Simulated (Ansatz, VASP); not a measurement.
# Two plane-wave programs on Al2InN3

```xyz
12
Lattice="3.0153 0.0000 0.0000 -1.5077 2.6114 0.0000 0.0000 0.0000 15.1771" Properties=species:S:1:pos:R:3 pbc="T T T"
Al    0.0000    1.7409   14.0056
Al    1.5077    0.8705    6.4171
Al    1.5077    0.8705    1.1715
Al    0.0000    1.7409    8.7600
In    0.0000    0.0000    3.7943
In    0.0000    0.0000   11.3828
N     0.0000    0.0000    7.5885
N     0.0000    0.0000    0.0000
N     0.0000    1.7409    5.3104
N     1.5077    0.8705   12.8989
N     1.5077    0.8705    9.8667
N     0.0000    1.7409    2.2782
```

Alike in both runs: functional PBE; k mesh 12 × 12 × 2; occupations gaussian, width 0.02 eV; no spin polarisation.

Ansatz relaxed the structure, and its values are those at the end. VASP's run is a single point on that final structure, the one shown.

```csv
,VASP,Ansatz
version,VASP 6.6.1,Ansatz 0.2.0
potentials or method,"VASP PAW PBE potentials, release 64 (Al, In_d, N)","scalar-relativistic, plane waves, PAW"
plane-wave cutoff (eV),520,420
valence electrons in the cell,68,68
```

```tsv
	VASP	Ansatz	Ansatz less VASP
gap on the k mesh at the Fermi level (eV)	1.61	1.62	+0.013
least direct gap on the mesh (eV)	1.83	1.83	-0.001
pressure (GPa)	0.0	0.0	+0.01
rms of the force components (eV/Å)	0.010	0.001	-0.0093
```

The functional is the same, so the differences come from potentials, cutoffs and numerics.

Caveats: spin-orbit coupling is left out, which moves the levels of the heavy elements. A k mesh can miss the band edges.
